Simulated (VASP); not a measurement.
Consider the following.

```
CELL_PARAMETERS angstrom
      2.70895     0.00000     0.00000
     -1.35448     2.34602     0.00000
      0.00000     0.00000    27.74602
ATOMIC_POSITIONS crystal
  Ru 0.66667 0.33333 0.38470
  Ru 0.33333 0.66667 0.30783
  Ru 0.66667 0.33333 0.53843
  Ru 0.33333 0.66667 0.46157
  Ru 0.66667 0.33333 0.69217
  Ru 0.33333 0.66667 0.61530
```

Method: r2SCAN meta-GGA, VASP's PBE PAW potentials (set 64) (plane waves; VASP 6.6.1). Numerical set-up: PREC = Normal, EDIFF = 1E-5, 400 eV cut-off, 12×12×1 Γ-centred mesh, first-order Methfessel-Paxton smearing of 0.10 eV, potentials Ru_pv.

The ions are relaxed. Predict the relaxed structure.

```
CELL_PARAMETERS angstrom
      2.70895     0.00000     0.00000
     -1.35448     2.34602     0.00000
      0.00000     0.00000    27.74602
ATOMIC_POSITIONS crystal
  Ru 0.66667 0.33333 0.38414
  Ru 0.33333 0.66667 0.31019
  Ru 0.66667 0.33333 0.53912
  Ru 0.33333 0.66667 0.46088
  Ru 0.66667 0.33333 0.68981
  Ru 0.33333 0.66667 0.61586
```

How much energy does the relaxation gain?

The energy (σ→0) changes by -11.9 meV/atom, in 12 ionic steps.

The cell is a thin slab with vacuum, built from Ru (hcp): (001) face.
